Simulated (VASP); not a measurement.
A cell of Al2EuGe2 (space group P-3m1) near equilibrium:

```
CELL_PARAMETERS angstrom
      4.18003     0.00000     0.00000
     -2.09002     3.62001     0.00000
      0.00000     0.00000     7.18998
ATOMIC_POSITIONS crystal
  Eu 0.00000 0.00000 0.00000
  Al 0.66667 0.33333 0.37291
  Al 0.33333 0.66667 0.62709
  Ge 0.66667 0.33333 0.73761
  Ge 0.33333 0.66667 0.26239
```

Calculation: r2SCAN meta-GGA, VASP's PBE PAW potentials (set 64) (plane waves; VASP).

The 4f electrons are frozen in the core of the lanthanide potential, so 4f levels, which can set the real gap, and their magnetism are missing.

| run | ΔE (meV/atom) | σxx | σyy | σzz | largest shear component, with its sign (GPa) | largest force (eV/Å) |
|---|---|---|---|---|---|---|
| as it is | 0.0 | 0.05 | 0.05 | 0.08 | 0.00 | 0.017 |
| after one change | 16.4 | 0.90 | -0.18 | 0.22 | -0.03 | 1.052 |
Stress is in GPa, positive when the cell is compressed.

Problem. What was changed between the two runs?
A. biaxial strain of -3.0 % in the xz plane
B. atom 5 (Ge) moved by -0.150 Å along y
C. uniaxial strain of +3.0 % along y
D. uniaxial strain of -2.0 % along z

Solution. B, atom 5 (Ge) moved by -0.150 Å along y

The structure comes from a computed database's Al2EuGe2 entry (P-3m1); how it stands against other phases isn't given here.
